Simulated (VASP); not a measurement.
# CdSe: GW quasiparticle gap, part 4 of 6

Wanted: how far GW moves the Kohn-Sham levels of CdSe. The cell is of the zinc-blende type, one of the forms listed for this formula, which need not be the common one. The start is a computed cell from the Materials Project.

VASP 6.6.1, plane waves and PAW; the level of theory is named at each step.

So far, quasiparticle gap on the mesh (eV): step 4 (evGW0) 1.44. Also gap on the k-mesh (eV): step 3 (empty bands) 0.533.

### Step 5. evGW

This step: evGW on PBE; plane waves and PAW (Cd_GW, Se_GW) (VASP 6.6.1).

The levels are updated in both G and W; wider gaps weaken the screening and open the gap further.

File INCAR:

```
SYSTEM = CdSe
PREC = Accurate
ENCUT = 300
ISMEAR = 0
SIGMA = 0.01
LREAL = .FALSE.
GGA = PE
NBANDS = 320
ALGO = EVGW
NELMGW = 4
ENCUTGW = 180
NOMEGA = 48
PRECFOCK = Fast
NBANDSGW = 20
LWAVE = .FALSE.
LCHARG = .FALSE.
```

File POSCAR:

```
CdSe
1.0
    0.0000000000      3.0702711986      3.0702711986
    3.0702711986      0.0000000000      3.0702711986
    3.0702711986      3.0702711986      0.0000000000
Cd Se
1 1
Direct
    0.0000000000      0.0000000000      0.0000000000
    0.2500000000      0.2500000000      0.2500000000
```

File KPOINTS:

```
Automatic mesh
0
Gamma
6 6 6
0 0 0
```

Potentials, in the order of the species: Cd_GW and Se_GW (PBE family, release 64).

The run is started by

```console
$ mpirun -np 4 vasp_std
```

The log of the run:

```text
[banner, memory and clock lines left out]
running    4 mpi-ranks, on    1 nodes
 distrk:  each k-point on    4 cores,    1 groups
 distr:  one band on    1 cores,    4 groups

 POSCAR found type information on POSCAR CdSe
 POSCAR found :  2 types and       2 ions
 [... a notice as in an earlier step ...]

 LDA part: xc-table for (Slater+PW92), standard interpolation
 found WAVECAR, reading the header
 POSCAR, INCAR and KPOINTS ok, starting setup
 FFT: planning ... GRIDC
 FFT: planning ... GRID_SOFT
 FFT: planning ... GRID
 reading WAVECAR
 the WAVECAR file was read successfully
 initial charge from wavefunction
 available memory per node:    120.50 GB, setting MAXMEM to    123392

 The Fermi energy was updated, please check that it is located mid-gap
 values below the HOMO (VB) or above the LUMO (CB) will cause erroneous energies
 E-fermi :   2.1280

 calculate exact exchange contribution
 the WAVEDER file was read successfully
energies w=
    0.000    0.000    0.231    0.000    0.460    0.000    0.688    0.000
    0.913    0.000    1.135    0.000    1.353    0.000    1.567    0.000
    1.777    0.000    1.983    0.000    2.185    0.000    2.384    0.000
    2.580    0.000    2.774    0.000    2.967    0.000    3.159    0.000
    3.350    0.000    3.543    0.000    3.737    0.000    3.933    0.000
    4.134    0.000    4.339    0.000    4.550    0.000    4.769    0.000
    4.997    0.000    5.237    0.000    5.491    0.000    5.760    0.000
    6.048    0.000    6.362    0.000    6.702    0.000    7.076    0.000
    7.493    0.000    7.960    0.000    8.490    0.000    9.101    0.000
    9.814    0.000   10.659    0.000   11.681    0.000   12.945    0.000
   14.547    0.000   16.648    0.000   19.522    0.000   23.687    0.000
   30.243    0.000   42.041    0.000   69.391    0.000  201.016    0.000
 responsefunction array rank=     332
 LDA part: xc-table for (Slater+PW92), standard interpolation

 min. memory requirement per mpi rank    560.7 MB, per node   2242.8 MB

 allocating  12 responsefunctions rank=   332
 shmem allocating  48 responsefunctions rank=   332
 response function shared by NCSHMEM nodes    1
 Doing           12  frequencies on each core in blocks of           48
NQ=   1    0.0000    0.0000    0.0000,
|.........|.........|.........|.........|.........|.........|.........|.........
 performed       1413000 updates of chi_q(r,r)
 total number of BLAS operations       1239.33 Gflops
NQ=   2    0.1667    0.0000    0.0000,
|.........|.........|.........|.........|.........|.........|.........|.........
 performed       3697000 updates of chi_q(r,r)
 total number of BLAS operations       3110.68 Gflops
NQ=   3    0.3333    0.0000    0.0000,
|.........|.........|.........|.........|.........|.........|.........|.........
 performed       5981000 updates of chi_q(r,r)
 total number of BLAS operations       4844.31 Gflops
NQ=   4    0.5000    0.0000    0.0000,
|.........|.........|.........|.........|.........|.........|.........|.........
 performed       7958000 updates of chi_q(r,r)
 total number of BLAS operations       6587.77 Gflops
NQ=   5    0.1667    0.1667    0.0000,
|.........|.........|.........|.........|.........|.........|.........|.........
 performed      10242000 updates of chi_q(r,r)
 total number of BLAS operations       8401.10 Gflops
NQ=   6    0.3333    0.1667    0.0000,
|.........|.........|.........|.........|.........|.........|.........|.........
 performed      13627000 updates of chi_q(r,r)
 total number of BLAS operations      11209.00 Gflops
NQ=   7    0.5000    0.1667    0.0000,
|.........|.........|.........|.........|.........|.........|.........|.........
 performed      17012000 updates of chi_q(r,r)
 total number of BLAS operations      13999.49 Gflops
NQ=   8   -0.3333    0.1667    0.0000,
|.........|.........|.........|.........|.........|.........|.........|.........
 performed      20397000 updates of chi_q(r,r)
 total number of BLAS operations      16669.60 Gflops
NQ=   9   -0.1667    0.1667    0.0000,
|.........|.........|.........|.........|.........|.........|.........|.........
 performed      23372000 updates of chi_q(r,r)
 total number of BLAS operations      19061.69 Gflops
NQ=  10    0.3333    0.3333    0.0000,
|.........|.........|.........|.........|.........|.........|.........|.........
 performed      25656000 updates of chi_q(r,r)
 total number of BLAS operations      20968.30 Gflops
NQ=  11    0.5000    0.3333    0.0000,
|.........|.........|.........|.........|.........|.........|.........|.........
 performed      29041000 updates of chi_q(r,r)
 total number of BLAS operations      23706.88 Gflops
NQ=  12   -0.3333    0.3333    0.0000,
|.........|.........|.........|.........|.........|.........|.........|.........
 performed      32016000 updates of chi_q(r,r)
 total number of BLAS operations      26190.38 Gflops
NQ=  13    0.5000    0.5000    0.0000,
|.........|.........|.........|.........|.........|.........|.........|.........
 performed      33813000 updates of chi_q(r,r)
 total number of BLAS operations      27719.03 Gflops
NQ=  14    0.5000    0.3333    0.1667,
|.........|.........|.........|.........|.........|.........|.........|.........
 performed      37582000 updates of chi_q(r,r)
 total number of BLAS operations      30768.25 Gflops
NQ=  15   -0.3333    0.3333    0.1667,
|.........|.........|.........|.........|.........|.........|.........|.........
 performed      41146000 updates of chi_q(r,r)
 total number of BLAS operations      33651.80 Gflops
NQ=  16   -0.3333    0.5000    0.1667,
|.........|.........|.........|.........|.........|.........|.........|.........
 performed      44134000 updates of chi_q(r,r)
 total number of BLAS operations      36099.87 Gflops
 resolving degeneracies of screened two electron integrals

 calculate QP shifts <psi_nk| G(iteration)W_0 |psi_nk>: iteration 1
 allocating  12 responsefunctions rank=   332
 shmem allocating  48 responsefunctions rank=   332
 response function shared by NCSHMEM nodes    1
 Doing           12  frequencies on each core in blocks of           48
NQ=   1    0.0000    0.0000    0.0000,
|.........|.........|.........|.........|.........|.........|.........|.........
 performed       1413000 updates of chi_q(r,r)
 total number of BLAS operations       1239.33 Gflops
NQ=   2    0.1667    0.0000    0.0000,
|.........|.........|.........|.........|.........|.........|.........|.........
 performed       3697000 updates of chi_q(r,r)
 total number of BLAS operations       3110.68 Gflops
NQ=   3    0.3333    0.0000    0.0000,
|.........|.........|.........|.........|.........|.........|.........|.........
[...]
total number of BLAS operations      33651.80 Gflops
NQ=  16   -0.3333    0.5000    0.1667,
|.........|.........|.........|.........|.........|.........|.........|.........
 performed      44134000 updates of chi_q(r,r)
 total number of BLAS operations      36099.87 Gflops
 resolving degeneracies of screened two electron integrals

 calculate QP shifts <psi_nk| G(iteration)W_0 |psi_nk>: iteration 2
 allocating  12 responsefunctions rank=   332
 shmem allocating  48 responsefunctions rank=   332
 response function shared by NCSHMEM nodes    1
 Doing           12  frequencies on each core in blocks of           48
NQ=   1    0.0000    0.0000    0.0000,
|.........|.........|.........|.........|.........|.........|.........|.........
 performed       1413000 updates of chi_q(r,r)
 total number of BLAS operations       1239.33 Gflops
NQ=   2    0.1667    0.0000    0.0000,
|.........|.........|.........|.........|.........|.........|.........|.........
 performed       3697000 updates of chi_q(r,r)
 total number of BLAS operations       3110.68 Gflops
NQ=   3    0.3333    0.0000    0.0000,
|.........|.........|.........|.........|.........|.........|.........|.........
 performed       5981000 updates of chi_q(r,r)
 total number of BLAS operations       4844.31 Gflops
NQ=   4    0.5000    0.0000    0.0000,
|.........|.........|.........|.........|.........|.........|.........|.........
 performed       7958000 updates of chi_q(r,r)
 total number of BLAS operations       6587.77 Gflops
NQ=   5    0.1667    0.1667    0.0000,
|.........|.........|.........|.........|.........|.........|.........|.........
 performed      10242000 updates of chi_q(r,r)
 total number of BLAS operations       8401.10 Gflops
NQ=   6    0.3333    0.1667    0.0000,
|.........|.........|.........|.........|.........|.........|.........|.........
 performed      13627000 updates of chi_q(r,r)
 total number of BLAS operations      11209.00 Gflops
NQ=   7    0.5000    0.1667    0.0000,
|.........|.........|.........|.........|.........|.........|.........|.........
 performed      17012000 updates of chi_q(r,r)
 total number of BLAS operations      13999.49 Gflops
NQ=   8   -0.3333    0.1667    0.0000,
|.........|.........|.........|.........|.........|.........|.........|.........
 performed      20397000 updates of chi_q(r,r)
 total number of BLAS operations      16669.60 Gflops
NQ=   9   -0.1667    0.1667    0.0000,
|.........|.........|.........|.........|.........|.........|.........|.........
 performed      23372000 updates of chi_q(r,r)
 total number of BLAS operations      19061.69 Gflops
NQ=  10    0.3333    0.3333    0.0000,
|.........|.........|.........|.........|.........|.........|.........|.........
 performed      25656000 updates of chi_q(r,r)
 total number of BLAS operations      20968.30 Gflops
NQ=  11    0.5000    0.3333    0.0000,
|.........|.........|.........|.........|.........|.........|.........|.........
 performed      29041000 updates of chi_q(r,r)
 total number of BLAS operations      23706.88 Gflops
NQ=  12   -0.3333    0.3333    0.0000,
|.........|.........|.........|.........|.........|.........|.........|.........
 performed      32016000 updates of chi_q(r,r)
 total number of BLAS operations      26190.38 Gflops
NQ=  13    0.5000    0.5000    0.0000,
|.........|.........|.........|.........|.........|.........|.........|.........
 performed      33813000 updates of chi_q(r,r)
 total number of BLAS operations      27719.03 Gflops
NQ=  14    0.5000    0.3333    0.1667,
|.........|.........|.........|.........|.........|.........|.........|.........
 performed      37582000 updates of chi_q(r,r)
 total number of BLAS operations      30768.25 Gflops
NQ=  15   -0.3333    0.3333    0.1667,
|.........|.........|.........|.........|.........|.........|.........|.........
 performed      41146000 updates of chi_q(r,r)
 total number of BLAS operations      33651.80 Gflops
NQ=  16   -0.3333    0.5000    0.1667,
|.........|.........|.........|.........|.........|.........|.........|.........
 performed      44134000 updates of chi_q(r,r)
 total number of BLAS operations      36099.87 Gflops
 resolving degeneracies of screened two electron integrals

 calculate QP shifts <psi_nk| G(iteration)W_0 |psi_nk>: iteration 3
 allocating  12 responsefunctions rank=   332
 shmem allocating  48 responsefunctions rank=   332
 response function shared by NCSHMEM nodes    1
 Doing           12  frequencies on each core in blocks of           48
NQ=   1    0.0000    0.0000    0.0000,
|.........|.........|.........|.........|.........|.........|.........|.........
 performed       1413000 updates of chi_q(r,r)
 total number of BLAS operations       1239.33 Gflops
NQ=   2    0.1667    0.0000    0.0000,
|.........|.........|.........|.........|.........|.........|.........|.........
 performed       3697000 updates of chi_q(r,r)
 total number of BLAS operations       3110.68 Gflops
NQ=   3    0.3333    0.0000    0.0000,
|.........|.........|.........|.........|.........|.........|.........|.........
 performed       5981000 updates of chi_q(r,r)
 total number of BLAS operations       4844.31 Gflops
NQ=   4    0.5000    0.0000    0.0000,
|.........|.........|.........|.........|.........|.........|.........|.........
 performed       7958000 updates of chi_q(r,r)
 total number of BLAS operations       6587.77 Gflops
NQ=   5    0.1667    0.1667    0.0000,
|.........|.........|.........|.........|.........|.........|.........|.........
 performed      10242000 updates of chi_q(r,r)
 total number of BLAS operations       8401.10 Gflops
NQ=   6    0.3333    0.1667    0.0000,
|.........|.........|.........|.........|.........|.........|.........|.........
 performed      13627000 updates of chi_q(r,r)
 total number of BLAS operations      11209.00 Gflops
NQ=   7    0.5000    0.1667    0.0000,
|.........|.........|.........|.........|.........|.........|.........|.........
 performed      17012000 updates of chi_q(r,r)
 total number of BLAS operations      13999.49 Gflops
NQ=   8   -0.3333    0.1667    0.0000,
|.........|.........|.........|.........|.........|.........|.........|.........
 performed      20397000 updates of chi_q(r,r)
 total number of BLAS operations      16669.60 Gflops
NQ=   9   -0.1667    0.1667    0.0000,
|.........|.........|.........|.........|.........|.........|.........|.........
 performed      23372000 updates of chi_q(r,r)
 total number of BLAS operations      19061.69 Gflops
NQ=  10    0.3333    0.3333    0.0000,
|.........|.........|.........|.........|.........|.........|.........|.........
 performed      25656000 updates of chi_q(r,r)
 total number of BLAS operations      20968.30 Gflops
NQ=  11    0.5000    0.3333    0.0000,
|.........|.........|.........|.........|.........|.........|.........|.........
 performed      29041000 updates of chi_q(r,r)
 total number of BLAS operations      23706.88 Gflops
NQ=  12   -0.3333    0.3333    0.0000,
|.........|.........|.........|.........|.........|.........|.........|.........
 performed      32016000 updates of chi_q(r,r)
 total number of BLAS operations      26190.38 Gflops
NQ=  13    0.5000    0.5000    0.0000,
|.........|.........|.........|.........|.........|.........|.........|.........
 performed      33813000 updates of chi_q(r,r)
 total number of BLAS operations      27719.03 Gflops
NQ=  14    0.5000    0.3333    0.1667,
|.........|.........|.........|.........|.........|.........|.........|.........
 performed      37582000 updates of chi_q(r,r)
 total number of BLAS operations      30768.25 Gflops
NQ=  15   -0.3333    0.3333    0.1667,
|.........|.........|.........|.........|.........|.........|.........|.........
 performed      41146000 updates of chi_q(r,r)
 total number of BLAS operations      33651.80 Gflops
NQ=  16   -0.3333    0.5000    0.1667,
|.........|.........|.........|.........|.........|.........|.........|.........
 performed      44134000 updates of chi_q(r,r)
 total number of BLAS operations      36099.87 Gflops
 resolving degeneracies of screened two electron integrals

 calculate QP shifts <psi_nk| G(iteration)W_0 |psi_nk>: iteration 4
 entering main loop
```

It took 74 min on 4 MPI ranks of Intel Xeon Platinum 8488C (Sapphire Rapids), shared host; peak memory 2.3 GiB; 4.9 h of CPU time.

(Continued in part 5 of 6.)

[Lines on the potential files, build, host, timing and source positions are cut from VASP's logs without a mark.]

[Logs are printed without paths, hosts, clocks, repeated set-up lines and the standing remarks that a program may print on its own settings, such as how far it seeks lower states.]

[Hosts, paths, dates, database ids (printed as entryN), source tags and the programs' standing remarks are cut or masked in the printed files.]

[Pressures printed for these runs are not shown converged in the cutoff: they can be off by several GPa and have the wrong sign.]

[In band tables of VASP the shares of atoms and orbitals are scaled to a sum of 1 inside the atoms' spheres.]
